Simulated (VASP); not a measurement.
**A VASP study of AlNi (optB86b-vdW): structure first, properties next**

What structure does AlNi take at this level, and what are its properties? The steps: magnetic order: ferromagnetic, magnetic order: antiferromagnetic, q = (0, 0, 1/2), magnetic order: antiferromagnetic, q = (1/2, 1/2, 1/2), magnetic order: antiferromagnetic, q = (1/2, 1/2, 0), the orders side by side, relaxing cell and atoms (optB86b-vdW), single point with fields (optB86b-vdW), band structure (optB86b-vdW), total and projected DOS (optB86b-vdW) and optical spectrum (optB86b-vdW). Left out of this account: 1 further run (relaxation: it shows nothing beyond the runs told). The start is a cell from a database of measured crystal structures.

Program: VASP 6.6.1. Level of theory: optB86b-vdW, spin-polarised from a ferromagnetic start (one magnetic atom a cell); plane waves and PAW (Al, Ni), in the first sound run; inputs show where later runs differ. Results are calculated unless marked as measured.

Most raw output is cut from this account.

The database entry behind the starting cell differs from later determinations by our own check (about 0.2 % short), so it need not match the best structure at ambient conditions.

### 1. Starting point

Symmetry: Pm-3m, No. 221, cubic system. Conventional cell: a = 2.881 Å, b = 2.881 Å, c = 2.881 Å, α = 90.00°, β = 90.00°, γ = 90.00°. Nearest to Al lie 8 Ni at 2.50 Å. Ni has 8 Al at 2.50 Å nearest. Farther neighbours are not listed.

Coordinates:

```xyz
2
Lattice="2.8810 0.0000 0.0000 0.0000 2.8810 0.0000 0.0000 0.0000 2.8810" Properties=species:S:1:pos:R:3 pbc="T T T"
Al    0.0000    0.0000    0.0000
Ni    1.4405    1.4405    1.4405
```

### 2. Magnetic order: ferromagnetic

The properties of a magnet depend on its order, so a few collinear patterns are compared first on the cell as listed, beginning with all moments parallel. optB86b-vdW pairs nonlocal correlation with a less repulsive exchange of B86b form. LUSE_VDW switches on a nonlocal correlation term for dispersion.

INCAR reads:

```
SYSTEM = AlNi
PREC = Accurate
ENCUT = 400
EDIFF = 1E-06
NELM = 100
ISMEAR = 1
SIGMA = 0.2
LREAL = .FALSE.
ALGO = Normal
GGA = MK
AGGAC = 0
LUSE_VDW = .TRUE.
PARAM1 = 0.1234
PARAM2 = 1
LASPH = .TRUE.
NBANDS = 14
ISPIN = 2
MAGMOM = 0 1
LMAXMIX = 4
LORBIT = 11
LWAVE = .FALSE.
LCHARG = .FALSE.
KPAR = 4
ISIF = 2
```

POSCAR reads:

```
AlNi
1.0
    2.8810000000      0.0000000000      0.0000000000
    0.0000000000      2.8810000000      0.0000000000
    0.0000000000      0.0000000000      2.8810000000
Al Ni
1 1
Direct
    0.0000000000      0.0000000000      0.0000000000
    0.5000000000      0.5000000000      0.5000000000
```

KPOINTS reads:

```
Automatic mesh
0
Gamma
8 8 8
0 0 0
```

Potentials, in the order of the species: Al and Ni (PBE family, release 64).

Launch:

```bash
$ mpirun -np 4 vasp_std
```

It took 17 s on 4 MPI ranks of Intel Xeon Platinum 8175M at 2.50GHz (Skylake/Cascade Lake), shared host; peak memory 0.91 GiB; 67 s of CPU time.

The k-mesh is coarse for a metal. The PAW data sets were made with PBE, which is usual practice but a small mismatch for other functionals.

Numbers from this step:

```
SCF cycles                                        : 13
electrons                                         : 13
bands                                             : 14
irreducible k-points                              : 35
symmetry operations                               : 48
free energy (TOTEN)                               : -6.727 eV
energy at zero smearing                           : -6.726 eV
Fermi energy                                      : 9.860 eV
pressure                                          : -0.6544 GPa
moment of the cell, from the last line of the log : 0 μB
metallic                                          : yes
```

Spin moment in the PAW sphere by atom:

```tsv
atom	spin moment in the PAW sphere (μB)
Al1	0.0000
Ni2	0.0010
```

The moments fall under 0.1 μB, and the mesh shows no gap.

### 3. Magnetic order: antiferromagnetic, q = (0, 0, 1/2)

This step: optB86b-vdW, spin-polarised from an antiferromagnetic start; plane waves and PAW (Al, Ni) (VASP 6.6.1).

System of this step: AlNi. The structure is cubic, space group Pm-3m (No. 221). Conventional cell: a = 2.881 Å, b = 2.881 Å, c = 2.881 Å, α = 90.00°, β = 90.00°, γ = 90.00°. Al has 8 Ni at 2.50 Å nearest. Ni has 8 Al at 2.50 Å nearest. Farther neighbours are not listed.

Next, a pattern with opposite moments, which needs a doubled cell; q is given in the reciprocal vectors of the primitive cell.

INCAR, as its differences from that of step 2:

```diff
@@ -15,5 +15,5 @@
 LASPH = .TRUE.
-NBANDS = 14
+NBANDS = 21
 ISPIN = 2
-MAGMOM = 0 1
+MAGMOM = 0 0 1 -1
 LMAXMIX = 4
```

POSCAR reads:

```
AlNi
1.0
    2.8810000000      0.0000000000      0.0000000000
    0.0000000000      2.8810000000      0.0000000000
    0.0000000000      0.0000000000      5.7620000000
Al Ni
2 2
Direct
    0.0000000000      0.0000000000      0.0000000000
    0.0000000000      0.0000000000      0.5000000000
    0.5000000000      0.5000000000      0.2500000000
    0.5000000000      0.5000000000      0.7500000000
```

KPOINTS reads:

```
Automatic mesh
0
Gamma
8 8 4
0 0 0
```

Launch:

```bash
$ mpirun -np 4 vasp_std
```

It took 42 s on 4 MPI ranks; peak memory 1.2 GiB; 2.8 min of CPU time.

Numbers from this step:

```yaml
scf_cycles: 15
electrons: 26
bands: 21
irreducible_k_points: 45
symmetry_operations: 16
free_energy_toten: -13.45 eV
energy_at_zero_smearing: -13.45 eV
fermi_energy: 9.861 eV
pressure: -0.7414 GPa
```

The spin moment in the PAW sphere vanishes on all atoms.

The energy lies -0.0 meV an atom from the first pattern, a difference of sampling, since both runs hold the same state. The moments fall under 0.1 μB, and the mesh shows no gap.

### 4. Magnetic order: antiferromagnetic, q = (1/2, 1/2, 1/2)

INCAR is that of step 3.

POSCAR reads:

```
AlNi
1.0
    5.7620000000      0.0000000000      0.0000000000
    2.8810000000      2.8810000000      0.0000000000
    2.8810000000      0.0000000000      2.8810000000
Al Ni
2 2
Direct
    0.0000000000      0.0000000000      0.0000000000
    0.5000000000      0.0000000000      0.0000000000
    0.7500000000      0.5000000000      0.5000000000
    0.2500000000      0.5000000000      0.5000000000
```

KPOINTS reads:

```
Automatic mesh
0
Gamma
8 8 8
0 0 0
```

Launch:

```bash
$ mpirun -np 4 vasp_std
```

Run time: 81 s. Hardware: 4 MPI ranks; peak memory 1.6 GiB; 5.4 min of CPU time.

This step gave:

| Item | Value |
| --- | --- |
| SCF cycles | 14 |
| irreducible k-points | 29 |
| symmetry operations | 48 |
| free energy (TOTEN) | -13.48 eV |
| energy at zero smearing | -13.48 eV |
| Fermi energy | 9.940 eV |
| pressure | -0.9310 GPa |

The energy lies -6.4 meV an atom from the first pattern, a difference of sampling, since both runs hold the same state. The moments fall under 0.1 μB, and the mesh shows no gap.

### 5. Magnetic order: antiferromagnetic, q = (1/2, 1/2, 0)

INCAR is that of step 4.

POSCAR reads:

```
AlNi
1.0
    5.7620000000      0.0000000000      0.0000000000
    2.8810000000      2.8810000000      0.0000000000
    0.0000000000      0.0000000000      2.8810000000
Al Ni
2 2
Direct
    0.0000000000      0.0000000000      0.0000000000
    0.5000000000      0.0000000000      0.0000000000
    0.0000000000      0.5000000000      0.5000000000
    0.5000000000      0.5000000000      0.5000000000
```

KPOINTS is that of step 4.

Launch:

```bash
$ mpirun -np 4 vasp_std
```

Run time: 70 s. Hardware: 4 MPI ranks; peak memory 1.5 GiB; 4.6 min of CPU time.

This step gave:

- irreducible k-points: 75
- symmetry operations: 16
- free energy (TOTEN): -13.46 eV
- energy at zero smearing: -13.46 eV
- Fermi energy: 9.913 eV
- pressure: -0.7738 GPa

The energy lies -1.5 meV an atom from the first pattern, a difference of sampling, since both runs hold the same state. The moments fall under 0.1 μB, and the mesh shows no gap.

### 6. The orders side by side

This step: collinear orders at optB86b-vdW; plane waves and PAW (VASP 6.6.1).

Derived from the runs above.

Patterns, by row:

```tsv
start	atoms	energy less that of the first (meV/atom)	largest site moment (μB)	end state
ferromagnetic	2	0	0	non-magnetic
antiferromagnetic, q = (0, 0, 1/2)	4	0	0	non-magnetic
antiferromagnetic, q = (1/2, 1/2, 1/2)	4	-6.4	0	non-magnetic
antiferromagnetic, q = (1/2, 1/2, 0)	4	-1.5	0	non-magnetic
```

All patterns lost their moments. Runs that ended non-magnetic differ by up to 6.4 meV an atom among themselves, which is the error from the unlike meshes of the cells. The session goes on with moments started at or near zero.

### 7. Relaxing cell and atoms (optB86b-vdW)

This step: optB86b-vdW, zero-moment start; plane waves and PAW (Al, Ni) (VASP 6.6.1).

System of this step: AlNi. The structure is cubic, space group Pm-3m (No. 221). The conventional cell has a = 2.881 Å, b = 2.881 Å, c = 2.881 Å, α = 90.00°, β = 90.00°, γ = 90.00°. Al has 8 Ni at 2.50 Å nearest. Nearest to Ni lie 8 Al at 2.50 Å. Farther neighbours are not listed.

Properties are meant for the cell that this level of theory prefers, so cell and atoms are relaxed first (ISIF = 3) until forces and stress are small; EDIFFG sets the threshold.

INCAR, as its differences from that of step 5:

```diff
@@ -15,5 +15,5 @@
 LASPH = .TRUE.
-NBANDS = 21
+NBANDS = 13
 ISPIN = 2
-MAGMOM = 0 0 1 -1
+MAGMOM = 0 0
 LMAXMIX = 4
@@ -23,2 +23,5 @@
 KPAR = 4
-ISIF = 2
+IBRION = 2
+NSW = 60
+ISIF = 3
+EDIFFG = -0.01
```

POSCAR reads:

```
AlNi
1.0
    2.8810000000      0.0000000000      0.0000000000
    0.0000000000      2.8810000000      0.0000000000
    0.0000000000      0.0000000000      2.8810000000
Al Ni
1 1
Direct
    0.0000000000      0.0000000000      0.0000000000
    0.5000000000      0.5000000000      0.5000000000
```

KPOINTS reads:

```
Automatic mesh
0
Gamma
9 9 9
0 0 0
```

Launch:

```bash
$ mpirun -np 4 vasp_std
```

Run time: 38 s. Hardware: 4 MPI ranks; peak memory 0.94 GiB; 2.5 min of CPU time.

This run allows spin, but its moments start at zero, where symmetry between the spins tends to hold them, although Ni can carry a moment. Its electron count is odd, so without a moment it is a metal by construction. The run keeps the 48 symmetry operations of its start, so it cannot find a distortion of lower symmetry.

Step by step:

```tsv
step	energy less that of the first step (eV)	largest force (eV/Å)	pressure (GPa)	volume (Å³)
1	0.0000	0.0000	-1.08	23.91
2	-0.0001	0.0000	0.93	23.64
3	-0.0005	0.0000	-0.02	23.76
```

```tsv
conventional cell, symmetrised	before	after	change
a (Å)	2.881	2.875	-0.2 %
b (Å)	2.881	2.875	-0.2 %
c (Å)	2.881	2.875	-0.2 %
volume (Å³/atom)	11.96	11.88	-0.6 %
```

The relaxed structure:

```cif
data_structure
_symmetry_space_group_name_H-M 'P 1'
_symmetry_Int_Tables_number 1
_cell_length_a 2.8750
_cell_length_b 2.8750
_cell_length_c 2.8750
_cell_angle_alpha 90.000
_cell_angle_beta 90.000
_cell_angle_gamma 90.000
_cell_volume 23.76
loop_
_atom_site_label
_atom_site_type_symbol
_atom_site_fract_x
_atom_site_fract_y
_atom_site_fract_z
_atom_site_occupancy
Al1 Al 0.00000 0.00000 0.00000 1
Ni2 Ni 0.50000 0.50000 0.50000 1
```

This step gave:

```yaml
electrons: 13
bands: 13
irreducible_k_points: 35
symmetry_operations: 48
free_energy_toten: -6.727 eV
energy_at_zero_smearing: -6.728 eV
fermi_energy: 10.03 eV
pressure: -0.01953 GPa
scf_cycles_over_all_ionic_steps: 25
```

It ends with forces that vanish by symmetry and a pressure of -0.02 GPa.

### 8. Single point with fields (optB86b-vdW)

The relaxed cell gets a fresh self-consistent run, on a basis set for its own volume, to fix the density and to check the remaining stress.

INCAR, as its differences from that of step 7:

```diff
@@ -21,7 +21,5 @@
 LWAVE = .FALSE.
-LCHARG = .FALSE.
-KPAR = 4
-IBRION = 2
-NSW = 60
-ISIF = 3
-EDIFFG = -0.01
+LCHARG = .TRUE.
+ISIF = 2
+LELF = .TRUE.
+LVHAR = .TRUE.
```

POSCAR reads:

```
AlNi
1.0
    2.8749931518      0.0000000000      0.0000000000
    0.0000000000      2.8749931518      0.0000000000
    0.0000000000      0.0000000000      2.8749931518
Al Ni
1 1
Direct
    0.0000000000      0.0000000000      0.0000000000
    0.5000000000      0.5000000000      0.5000000000
```

KPOINTS is that of step 7.

Launch:

```bash
$ mpirun -np 4 vasp_std
```

Run time: 12 s. Hardware: 4 MPI ranks; peak memory 0.73 GiB.

With spin, VASP writes an ELF for each channel.

This step gave:

| Property | Result |
| --- | --- |
| SCF cycles | 12 |
| bands | 16 |
| pressure | -0.07007 GPa |

Valence electrons inside each PAW sphere by angular momentum. Sphere charges, by row:

```tsv
atom	s (e)	p (e)	d (e)	tot (e)
Al1	0.383	0.415	0	0.798
Ni2	0.483	0.525	8.487	9.495
```

ELF of up spins in the ac plane at fractional y = 0.000, with atoms of Al within 0.2 Å of it. It is the smooth field of the valence electrons, not physical close to the nuclei.

Values, 15 rows by 15 columns:
```
0.01 0.01 0.05 0.18 0.36 0.47 0.50 0.50 0.50 0.50 0.47 0.36 0.18 0.05 0.01
0.03 0.05 0.13 0.29 0.43 0.49 0.49 0.48 0.48 0.49 0.49 0.43 0.29 0.13 0.05
0.14 0.18 0.29 0.42 0.49 0.50 0.48 0.46 0.46 0.48 0.50 0.49 0.42 0.29 0.18
0.32 0.36 0.43 0.49 0.51 0.49 0.46 0.43 0.43 0.46 0.49 0.51 0.49 0.43 0.36
0.46 0.47 0.49 0.50 0.49 0.46 0.42 0.40 0.40 0.42 0.46 0.49 0.50 0.49 0.47
0.50 0.50 0.49 0.48 0.46 0.42 0.39 0.37 0.37 0.39 0.42 0.46 0.48 0.49 0.50
0.50 0.50 0.48 0.46 0.43 0.40 0.37 0.34 0.34 0.37 0.40 0.43 0.46 0.48 0.50
0.50 0.50 0.48 0.46 0.43 0.40 0.37 0.34 0.34 0.37 0.40 0.43 0.46 0.48 0.50
0.50 0.50 0.49 0.48 0.46 0.42 0.39 0.37 0.37 0.39 0.42 0.46 0.48 0.49 0.50
0.46 0.47 0.49 0.50 0.49 0.46 0.42 0.40 0.40 0.42 0.46 0.49 0.50 0.49 0.47
0.32 0.36 0.43 0.49 0.51 0.49 0.46 0.43 0.43 0.46 0.49 0.51 0.49 0.43 0.36
0.14 0.18 0.29 0.42 0.49 0.50 0.48 0.46 0.46 0.48 0.50 0.49 0.42 0.29 0.18
0.03 0.05 0.13 0.29 0.43 0.49 0.49 0.48 0.48 0.49 0.49 0.43 0.29 0.13 0.05
0.01 0.01 0.05 0.18 0.36 0.47 0.50 0.50 0.50 0.50 0.47 0.36 0.18 0.05 0.01
0.00 0.01 0.03 0.14 0.32 0.46 0.50 0.50 0.50 0.50 0.46 0.32 0.14 0.03 0.01
```
Columns run along a (2.9 Å), rows up along c (2.9 Å). Atoms in or near the plane, at fractional coordinates: Al at (0.00, 0.00).

Valence density in the ac plane at fractional y = 0.000, with atoms of Al within 0.2 Å of it. It is the smooth field of the valence electrons, not physical close to the nuclei.

Ten even steps from '0' (0.00 e/Å³) to '9' (0.24 e/Å³):
```
013689999998631
335789999998753
567899999999876
888999999999988
999999999999999
999999999999999
999999999999999
999999999999999
999999999999999
999999999999999
888999999999988
567899999999876
335789999998753
013689999998631
003589999998530
```
Columns run along a (2.9 Å), rows up along c (2.9 Å). Atoms in or near the plane, at fractional coordinates: Al at (0.00, 0.00).

ELF of down spins in the ac plane at fractional y = 0.000, with atoms of Al within 0.2 Å of it. It is the smooth field of the valence electrons, not physical close to the nuclei.

Values, 15 rows by 15 columns:
```
0.01 0.01 0.05 0.18 0.36 0.47 0.50 0.50 0.50 0.50 0.47 0.36 0.18 0.05 0.01
0.03 0.05 0.13 0.29 0.43 0.49 0.49 0.48 0.48 0.49 0.49 0.43 0.29 0.13 0.05
0.14 0.18 0.29 0.42 0.49 0.50 0.48 0.46 0.46 0.48 0.50 0.49 0.42 0.29 0.18
0.32 0.36 0.43 0.49 0.51 0.49 0.46 0.43 0.43 0.46 0.49 0.51 0.49 0.43 0.36
0.46 0.47 0.49 0.50 0.49 0.46 0.42 0.40 0.40 0.42 0.46 0.49 0.50 0.49 0.47
0.50 0.50 0.49 0.48 0.46 0.42 0.39 0.37 0.37 0.39 0.42 0.46 0.48 0.49 0.50
0.50 0.50 0.48 0.46 0.43 0.40 0.37 0.34 0.34 0.37 0.40 0.43 0.46 0.48 0.50
0.50 0.50 0.48 0.46 0.43 0.40 0.37 0.34 0.34 0.37 0.40 0.43 0.46 0.48 0.50
0.50 0.50 0.49 0.48 0.46 0.42 0.39 0.37 0.37 0.39 0.42 0.46 0.48 0.49 0.50
0.46 0.47 0.49 0.50 0.49 0.46 0.42 0.40 0.40 0.42 0.46 0.49 0.50 0.49 0.47
0.32 0.36 0.43 0.49 0.51 0.49 0.46 0.43 0.43 0.46 0.49 0.51 0.49 0.43 0.36
0.14 0.18 0.29 0.42 0.49 0.50 0.48 0.46 0.46 0.48 0.50 0.49 0.42 0.29 0.18
0.03 0.05 0.13 0.29 0.43 0.49 0.49 0.48 0.48 0.49 0.49 0.43 0.29 0.13 0.05
0.01 0.01 0.05 0.18 0.36 0.47 0.50 0.50 0.50 0.50 0.47 0.36 0.18 0.05 0.01
0.00 0.01 0.03 0.14 0.32 0.46 0.50 0.50 0.50 0.50 0.46 0.32 0.14 0.03 0.01
```
Columns run along a (2.9 Å), rows up along c (2.9 Å). Atoms in or near the plane, at fractional coordinates: Al at (0.00, 0.00).

In this run the pressure is -0.07 GPa, small enough to go on.

### 9. Band structure (optB86b-vdW)

The mesh alone shows little of the dispersion and can miss band extrema, so KPOINTS_OPT adds a path through the symmetry points after the self-consistent cycle.

INCAR, as its differences from that of step 8:

```diff
@@ -15,3 +15,3 @@
 LASPH = .TRUE.
-NBANDS = 13
+NBANDS = 19
 ISPIN = 2
@@ -21,5 +21,3 @@
 LWAVE = .FALSE.
-LCHARG = .TRUE.
-ISIF = 2
-LELF = .TRUE.
-LVHAR = .TRUE.
+LCHARG = .FALSE.
+KPAR = 4
```

POSCAR is that of step 8.

KPOINTS is that of step 8.

KPOINTS_OPT reads:

```
Line mode
16
Line-mode
Reciprocal
  0.00000000   0.00000000   0.00000000 GAMMA
  0.00000000   0.50000000   0.00000000 X

  0.00000000   0.50000000   0.00000000 X
  0.50000000   0.50000000   0.00000000 M

  0.50000000   0.50000000   0.00000000 M
  0.00000000   0.00000000   0.00000000 GAMMA

  0.00000000   0.00000000   0.00000000 GAMMA
  0.50000000   0.50000000   0.50000000 R

  0.50000000   0.50000000   0.50000000 R
  0.00000000   0.50000000   0.00000000 X

  0.50000000   0.50000000   0.00000000 M
  0.50000000   0.50000000   0.50000000 R
```

Launch:

```bash
$ mpirun -np 4 vasp_std
```

The job ended after 24 s (4 MPI ranks; peak memory 0.92 GiB).

Numbers from this step:

* bands: 19
* pressure: -0.1468 GPa

(Part 1 of 2 ends here.)

[Lines on the potential files, build, host, timing and source positions are cut from VASP's logs without a mark.]

[Logs are printed without paths, hosts, clocks, repeated set-up lines and the standing remarks that a program may print on its own settings, such as how far it seeks lower states.]

[Hosts, paths, dates, database ids (printed as entryN), source tags and the programs' standing remarks are cut or masked in the printed files.]

[A measured line is paired with the nearest computed mode of its activity, which favours agreement.]
